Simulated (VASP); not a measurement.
Output of a VASP run:

**OSZICAR**
```
       N       E                     dE             d eps       ncg     rms          rms(c)
DAV:   1     0.403991513642E+02    0.40399E+02   -0.43275E+03  1952   0.956E+02
DAV:   2    -0.987483922408E+01   -0.50274E+02   -0.48556E+02  1944   0.205E+02
DAV:   3    -0.104567977831E+02   -0.58196E+00   -0.58131E+00  2672   0.292E+01
DAV:   4    -0.104610529663E+02   -0.42552E-02   -0.42540E-02  2624   0.192E+00
DAV:   5    -0.104610715484E+02   -0.18582E-04   -0.18581E-04  2784   0.731E-02    0.157E+01
DAV:   6    -0.992926700176E+01    0.53180E+00   -0.11318E+00  2200   0.147E+01    0.622E+00
DAV:   7    -0.983190596960E+01    0.97361E-01   -0.34332E-01  2512   0.748E+00    0.151E+00
DAV:   8    -0.982717745320E+01    0.47285E-02   -0.14832E-03  2080   0.578E-01    0.870E-01
DAV:   9    -0.982452859382E+01    0.26489E-02   -0.16862E-03  2440   0.709E-01    0.186E-02
DAV:  10    -0.982452929356E+01   -0.69974E-06   -0.53719E-06  2560   0.278E-02
   1 F= -.98245293E+01 E0= -.98244112E+01  d E =-.982453E+01
       N       E                     dE             d eps       ncg     rms          rms(c)
DAV:   1    -0.985376440373E+01   -0.29236E-01   -0.14600E+00  2080   0.201E+01    0.211E+00
DAV:   2    -0.982025498019E+01    0.33509E-01   -0.82771E-02  2128   0.403E+00    0.635E-01
DAV:   3    -0.981639902813E+01    0.38560E-02   -0.16848E-02  2368   0.167E+00    0.173E-01
DAV:   4    -0.981641692008E+01   -0.17892E-04   -0.30308E-04  2552   0.160E-01    0.233E-02
DAV:   5    -0.981642832378E+01   -0.11404E-04   -0.10279E-05  2720   0.293E-02    0.499E-03
DAV:   6    -0.981643052042E+01   -0.21966E-05   -0.10682E-06  1888   0.643E-03    0.448E-04
DAV:   7    -0.981643053142E+01   -0.11006E-07   -0.28842E-08  1016   0.202E-03
   2 F= -.98164305E+01 E0= -.98163050E+01  d E =0.809876E-02
       N       E                     dE             d eps       ncg     rms          rms(c)
DAV:   1    -0.984884621051E+01   -0.32416E-01   -0.93083E-01  2072   0.160E+01    0.148E+00
DAV:   2    -0.982751033459E+01    0.21336E-01   -0.55075E-02  2112   0.324E+00    0.575E-01
DAV:   3    -0.982506781898E+01    0.24425E-02   -0.11022E-02  2360   0.133E+00    0.178E-01
DAV:   4    -0.982505935388E+01    0.84651E-05   -0.19614E-04  2496   0.151E-01    0.248E-02
DAV:   5    -0.982506391699E+01   -0.45631E-05   -0.71888E-06  2784   0.174E-02    0.495E-03
DAV:   6    -0.982506472786E+01   -0.81087E-06   -0.30938E-07  1176   0.411E-03
   3 F= -.98250647E+01 E0= -.98249454E+01  d E =-.535434E-03
```

File OUTCAR:
```
------------------------ aborting loop because EDIFF is reached ----------------------------------------
  FORCE on cell =-STRESS in cart. coord.  units (eV):
  Direction    XX          YY          ZZ          XY          YZ          ZX
  --------------------------------------------------------------------------------------
  Total       -0.0007842     -0.0007842     -0.0007842      0.0000000      0.0000000      0.0000000
  in kB       -0.0892493     -0.0892493     -0.0892493      0.0000000      0.0000000      0.0000000
  external PRESSURE =      -0.0892493 kB  Pullay stress =       0.0000000 kB
  volume of cell :       14.08
      direct lattice vectors                 reciprocal lattice vectors
     0.000000000  1.916450104  1.916450104    -0.260899044  0.260899044  0.260899044
     1.916450104 -0.000000000  1.916450104     0.260899044 -0.260899044  0.260899044
     1.916450104  1.916450104 -0.000000000     0.260899044  0.260899044 -0.260899044
 POSITION                                       TOTAL-FORCE (eV/Angst)
 -----------------------------------------------------------------------------------
      0.00000      0.00000      0.00000        -0.000000      0.000000     -0.000000
 -----------------------------------------------------------------------------------
    total drift:                               -0.000000     -0.000000     -0.000000
  FREE ENERGIE OF THE ION-ELECTRON SYSTEM (eV)
  ---------------------------------------------------
  free  energy   TOTEN  =        -9.8250647279 eV

  energy  without entropy=       -9.8247068439  energy(sigma->0) =       -9.82494543

 reached required accuracy - stopping structural energy minimisation
```
(Selected blocks of OUTCAR.)

### POSCAR
```
Ir
1
    0.0000000000     1.9200000000     1.9200000000
    1.9200000000     0.0000000000     1.9200000000
    1.9200000000     1.9200000000     0.0000000000
Ir
1
Direct
  0.0000000000   0.0000000000   0.0000000000
```

Problem. Reconstruct the remaining input files.

Solution. One answer among several that fit: the input of the run itself, PBEsol GGA, plane waves, VASP's PBE PAW potentials (set 64).

KPOINTS:
```
K-points
0
Gamma
15 15 15
0 0 0
```

**INCAR**
```
# general
SYSTEM  = Ir
PREC    = Accurate
ENCUT   = 480   # plane-wave cut-off (eV)
LREAL   = .FALSE.
LASPH   = .TRUE.   # aspherical one-centre terms

# electronic loop
EDIFF   = 1E-6   # SCF stop (eV)
NELM    = 100   # most electronic steps
ALGO    = Normal
LMAXMIX = 6   # l cut-off of mixed one-centre charges

# smearing
ISMEAR  = 1   # Methfessel-Paxton
SIGMA   = 0.1

# functional
GGA     = PS   # PBEsol

# ions
IBRION  = 2
NSW     = 60   # most ionic steps
ISIF    = 3   # ions, shape and volume
EDIFFG  = -0.01   # ionic stop

# output
LWAVE   = .FALSE.
LCHARG  = .FALSE.
```

POTCAR, in this order: Ir (PBE.64 set). Program: vasp_std.

The compound is Ir in the fcc structure. This run relaxes it. Symmetry was kept, so distortions that lower it aren't found.
